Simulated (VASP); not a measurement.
Data:

```
CELL_PARAMETERS angstrom
      0.00000     2.04500     2.04500
      2.04500     0.00000     2.04500
      2.04500     2.04500     0.00000
ATOMIC_POSITIONS crystal
  Ag 0.00000 0.00000 0.00000
```

Method: PBE GGA, VASP's PBE PAW potentials (set 64) (plane waves; VASP 6.6.1). Run with 300 eV cut-off, 14×14×14 Γ-centred mesh, Gaussian smearing of 0.10 eV, potentials Ag.

At this cut-off the stress carries a Pulay error, which pulls relaxed volumes low.

Give the stress tensor in GPa (positive for a compressed cell).

```
4.02  0.00  0.00
0.00  4.02  0.00
0.00  0.00  4.02
```
The pressure is its mean diagonal, 4.02 GPa.

The structure is a typed Ag crystal (Fm-3m). The cell was not relaxed at this level.
